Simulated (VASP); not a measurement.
Method: revPBE GGA, VASP's PBE PAW potentials (set 64) (plane waves; VASP).

Input for VASP

### KPOINTS
```
Automatic mesh
0
Gamma
16 16 16
0 0 0
```

File POSCAR:
```
Cu
1
    0.0000000000     1.8050000000     1.8050000000
    1.8050000000     0.0000000000     1.8050000000
    1.8050000000     1.8050000000     0.0000000000
Cu
1
Direct
  0.0000000000   0.0000000000   0.0000000000
```

INCAR:
```
ALGO=Normal
EDIFF=1E-6
EDIFFG=-0.01
ENCUT=520
GGA=RE
IBRION=2
ISIF=3
ISMEAR=1
LASPH=.True.
LCHARG=.False.
LMAXMIX=4
LREAL=.False.
LWAVE=.False.
NELM=100
NSW=60
PREC=Accurate
SIGMA=0.1
SYSTEM=Cu
```

POTCAR, in this order: Cu (PBE.64 set). Program: vasp_std.

Energy and stress use the plane-wave basis of the starting cell.

Task: What does the run give for the energy per atom (σ→0), volume per atom, band gap (on the k-mesh)?

Result: 
- energy per atom (σ→0) = -3.351 eV/atom
- band gap (on the k-mesh) = none (metal, semimetal or under 0.01 eV)
- volume per atom = 12.31 Å³/atom

File OSZICAR:
```
...
DAV:   1    -0.349352804820E+01   -0.14513E+00   -0.26618E+00  2735   0.405E+01    0.319E+00
DAV:   2    -0.341049849774E+01    0.83030E-01   -0.24947E+00  2727   0.353E+01    0.145E+00
DAV:   3    -0.335447847858E+01    0.56020E-01   -0.41568E-01  2700   0.147E+01    0.418E-01
DAV:   4    -0.335115820244E+01    0.33203E-02   -0.31107E-03  3236   0.652E-01    0.211E-02
DAV:   5    -0.335113417829E+01    0.24024E-04   -0.22292E-04  2933   0.329E-01    0.164E-02
DAV:   6    -0.335112695450E+01    0.72238E-05   -0.15392E-05  2811   0.786E-02    0.123E-03
DAV:   7    -0.335112715720E+01   -0.20270E-06   -0.10922E-07  1405   0.739E-03
   3 F= -.33511272E+01 E0= -.33510136E+01  d E =-.108128E-01
```

The compound is Cu in the fcc structure. This run relaxes it. Symmetry was kept, so distortions that lower it aren't found.
